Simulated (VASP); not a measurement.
# Lattice constant of fcc Ag from LDA, GGA, meta-GGA and dispersion-corrected functionals

We calculate the cubic lattice constant $a$ of silver in the fcc structure (Fm-3m) at eight levels of theory and ask how it shifts with the functional and with an added dispersion term. The result matters wherever silver serves as a contact, mirror or growth substrate: a model of an interface built on the wrong $a$ starts with a false misfit strain, and that strain alters adhesion and electronic levels. Each value belongs to a static lattice at zero pressure. The measured constant, set beside the computed ones further on, also contains zero-point and thermal expansion. At 0.1 to 0.5 % of $a$, this amounts to roughly 0.004 to 0.02 Å, which is enough to affect a choice between neighbouring levels.

## Set-up

Cells start from entries of a diffraction database. VASP 6.6.1, plane waves with PAW, cutoff 450 eV; cell and atoms fully relaxed at zero pressure at each level, static lattice, no spin-orbit coupling, no spin polarisation. All ran on Intel(R) Xeon(R) 6975P-C (Granite Rapids), shared with other work, so times are rough. The PAW data sets differ between levels: LDA sets for LDA; PBE sets for PBE, PBEsol, r2SCAN and rev-vdW-DF2. Non-spherical gradient terms inside the PAW spheres (LASPH) are on in the rows so marked and off in the others; they change results slightly and raise the cost.

Notes on method and selection:

- Measured lattice constants hold zero-point and thermal expansion, some 0.1 to 0.5 % in a at room temperature.
- Only cubic crystals whose measured lattice constant lies within 4 % of the PBEsol one are shown, so larger misses are missing.
- Non-spherical gradient terms in the PAW spheres (LASPH) were on for r2SCAN, r2SCAN + rVV10 and rev-vdW-DF2, and off for LDA, PBE, PBEsol, PBEsol + D3(BJ) and PBEsol + D4; this difference bears on volumes and cost.
- Runs that did not converge, have known faults or may not be shown are not listed, and runs on Ansatz's PAW sets soft_1 and soft_2 are kept to separate tables.

Columns:

- a (Å): cubic lattice constant.
- cost per step (core-s): processor time per ionic step of the relaxation.

## Table of results

| member | a (Å) | cost per step (core-s) | remark |
| --- | --- | --- | --- |
| r2SCAN | 4.106 | 41 | LASPH on |
| PBEsol + D4 | 4.019 | 7.5 |  |
| LDA | 4.004 | 6 |  |
| r2SCAN + rVV10 | 4.083 | 53 | LASPH on |
| rev-vdW-DF2 | ? | 20 |  |
| PBEsol + D3(BJ) | 3.993 | 6.4 |  |
| PBEsol | 4.053 | 8 |  |
| PBE | 4.146 | 5.3 |  |

Cells marked ? are withheld until the estimate has been made.

## Reading the trend

Without a dispersion term, $a$ rises in the order LDA, PBEsol, r2SCAN, PBE, from 4.004 to 4.146 Å. The span is 4.146 − 4.004 = 0.142 Å, or 0.142 / 4.004 = 3.5 % of the LDA value.

The order of LDA, PBEsol and PBE follows from how strongly each functional rewards density gradients. For small gradients the exchange energy of a GGA is that of LDA multiplied by

$$F(s) \approx 1 + \mu s^2, \qquad s = \frac{|\nabla n|}{2(3\pi^2)^{1/3} n^{4/3}},$$

where $n$ is the electron density. Stretching the crystal thins the density between the atoms and raises $s$ there, so a larger $\mu$ lowers the energy of the expanded lattice more. LDA has $\mu = 0$, PBEsol about 0.12 and PBE about 0.22. r2SCAN also uses the kinetic-energy density, so a single $\mu$ does not place it. It lies 0.053 Å above PBEsol, a gap much larger than the slight change we expect from LASPH, which is on for r2SCAN and off for PBEsol.

Every dispersion term shown shortens $a$ relative to its parent functional:

- D3(BJ) on PBEsol: 3.993 − 4.053 = −0.060 Å
- D4 on PBEsol: 4.019 − 4.053 = −0.034 Å
- rVV10 on r2SCAN: 4.083 − 4.106 = −0.023 Å

The sign is that of an attraction that strengthens as the atoms approach. The size depends on the model. D3(BJ) takes PBEsol below even LDA, by 0.011 Å. Pair coefficients derived largely from atoms and molecules take little account of screening by the conduction electrons of a metal, and may therefore bind silver too strongly. The smaller contraction with D4 may reflect its different polarisabilities and its three-body term, which is repulsive in close-packed solids.

## Predicting the missing value

Plain estimates from the members shown:

- rev-vdW-DF2, mean of the 7 members shown: 4.058 Å, standard deviation 0.053

The mean of the seven members, 4.058 Å, carries little weight here, because LDA and the two pair-corrected PBEsol rows pull it down and none of them resembles rev-vdW-DF2. We instead bracket the value between two GGAs.

The exchange part of rev-vdW-DF2 starts with nearly the same small-gradient coefficient as PBEsol but keeps rising at larger gradients, where PBEsol levels off. This favours a longer $a$ than PBEsol. Its coefficient is well below that of PBE, and its non-local correlation is attractive, so $a$ should stay below PBE. The lower bound is the less certain one, since the non-local term also replaces the gradient correction to correlation in PBEsol.

With no reason to favour either end, we take the midpoint: (4.053 + 4.146) / 2 = 4.100 Å. A value spread evenly over the bracket has a standard deviation of (4.146 − 4.053) / √12 = 0.027 Å, which we round to 0.03 Å.

As a limited trial, the same midpoint misses r2SCAN by 0.006 Å and r2SCAN + rVV10, the only other level shown with a non-local correlation term, by 0.017 Å. Both misses lie within the error bar, although these two functionals are built differently. LASPH is on for rev-vdW-DF2 and off for both ends of the bracket; we apply no shift for it.

**Committed estimate, rev-vdW-DF2: a = 4.10 ± 0.03 Å.**

## Result

| member | a (Å) | cost per step (core-s) | remark |
| --- | --- | --- | --- |
| rev-vdW-DF2 | 4.098 | 20 | LASPH on |

| member | estimate | a (Å) | computed | estimate − computed | miss in error bars |
| --- | --- | --- | --- | --- | --- |
| rev-vdW-DF2 | committed | 4.100 | 4.098 | +0.002 | 0.1 |
| rev-vdW-DF2 | mean | 4.058 | 4.098 | −0.040 |  |

The estimate for rev-vdW-DF2, 4.100 ± 0.03 Å, lies 0.002 Å above the computed 4.098 Å, well inside its error bar. The mean of the other seven levels misses by 0.040 Å.

The bracket held: rev-vdW-DF2 gives a longer $a$ than PBEsol and a shorter one than PBE. The midpoint itself had no physical derivation, so the close hit does not show that such functionals belong halfway. The error bar of 0.03 Å remains the fair measure of what the argument could deliver.

The result also qualifies the rule that dispersion shortens the lattice. rev-vdW-DF2 contains non-local correlation, yet its $a$ is 4.098 − 4.053 = 0.045 Å longer than that of PBEsol. The contraction applies when a term is added to an unchanged parent functional. Here exchange and correlation both differ from PBEsol, and only their combined effect is seen.

## Members off the line

The eight levels average (7 × 4.058 + 4.098) / 8 = 4.063 Å, with a standard deviation of roughly 0.05 Å. The two ends of the series are PBE, 4.146 − 4.063 = 0.083 Å above this mean, and PBEsol + D3(BJ), 4.063 − 3.993 = 0.070 Å below it. Neither is far out for so broad a spread.

PBE is long because its strong gradient enhancement favours the expanded lattice, a familiar tendency in heavier metals. Its cell was relaxed only once, but this is not the cause: where a second relaxation was made at the cutoff of 450 eV, it changed $a$ very little.

PBEsol + D3(BJ) is short because an attraction is added to a functional that already gives a compact lattice. Its contraction is 0.060 / 0.034 = 1.8 times that of D4 on the same parent with the same numerical settings, so the difference comes from the dispersion models. Pair coefficients too large for a screened metal would have the right sign.

## Experiment

| member | quantity | measured | computed | computed − measured | conditions | source |
| --- | --- | --- | --- | --- | --- | --- |
| r2SCAN | a (Å) | 4.086 | 4.106 | +0.020 (+0.5 %) | Literature value quoted in the paper's theory part; temperature not stated; literature value for bulk silver | [1] |

Sources:

[1] "Moir\'e-free ultrathin iron oxide film: FeO(111) on Ag(111)" (2016, arXiv:1608.01376)

The quoted constant of bulk silver is 4.086 Å. Taken as it stands, r2SCAN + rVV10 comes closest (−0.003 Å), followed by rev-vdW-DF2 (+0.012 Å), r2SCAN (+0.020 Å) and PBEsol (−0.033 Å). PBE is off by +0.060 Å, PBEsol + D4 by 4.019 − 4.086 = −0.067 Å and LDA by 4.004 − 4.086 = −0.082 Å; PBEsol + D3(BJ) is worst at −0.093 Å.

The value is a literature figure without a stated temperature, and its expansion must be removed before it can judge a static lattice. The 0.004 to 0.02 Å we set out with is a general range for crystals, not one worked out for silver. It would put the static reference between 4.086 − 0.020 = 4.066 Å and 4.086 − 0.004 = 4.082 Å. r2SCAN + rVV10 and PBEsol are equally far from a reference of (4.083 + 4.053) / 2 = 4.068 Å, which corresponds to an expansion of 4.086 − 4.068 = 0.018 Å. With less expansion r2SCAN + rVV10 is closer, with more PBEsol is. Silver is a soft metal that expands strongly on heating, so at room temperature we expect it at the top of the general range or beyond. PBEsol is then the closer of the two, and the lead of r2SCAN + rVV10 over it in the plain comparison comes from the expansion left in the measured value.

The larger deviations survive this correction. They fit the known overbinding of LDA and underbinding of PBE, while D3(BJ) and D4 move PBEsol further from the reference.

## Cost

The LDA, PBE and PBEsol rows, with or without D3(BJ) or D4, take 5.3 to 8 core-s per ionic step, and differences within this group are not significant on shared hosts. By the same measure r2SCAN takes 41 / 8 = 5.1 times as long as PBEsol, r2SCAN + rVV10 53 / 8 = 6.6 times and rev-vdW-DF2 20 / 8 = 2.5 times. The last ratio flatters rev-vdW-DF2: its relaxation went through more ionic steps than that of PBEsol or r2SCAN, with fewer electronic steps in each. Per electronic step it costs clearly more than 2.5 times as much as PBEsol, and its relaxation as a whole took about as much processor time as that of r2SCAN. Part of the increase comes from LASPH, which is on only in these three rows.

For bulk silver even the dearest level is cheap. In a large interface model the factor matters, and PBEsol is then the economical choice; the comparison with experiment gives no reason to pay more for the lattice constant of silver.

## Rules of thumb and their limits

For the static lattice constant of bulk silver we would use PBEsol: it is probably the closest level once expansion is removed, and it is among the cheapest. r2SCAN + rVV10 comes closest to the measured constant as quoted, but that constant includes expansion and the calculation does not. Adding D3(BJ) or D4 to PBEsol makes the lattice too compact. These findings concern one metal, from a set limited to crystals that PBEsol describes within 4 %, and should not be carried over to other metals untested.

For silver, a further gradient-corrected functional can be placed to about 0.03 Å if its exchange clearly lies between PBEsol and PBE; this rests on the width of the bracket and a single prediction.

In an interface model, a film clamped to the PBE lattice instead of the r2SCAN + rVV10 one is stretched by an extra (4.146 − 4.083) / 4.083 = 1.5 %. The silver should therefore be relaxed at the same level as the film.

Thermal and zero-point expansion, in general +0.1 to +0.5 % and for silver possibly more, is smaller than the full spread of the table but comparable with the gaps between the best levels. A firm ranking of those levels needs the expansion of the metal itself, which we have not calculated.
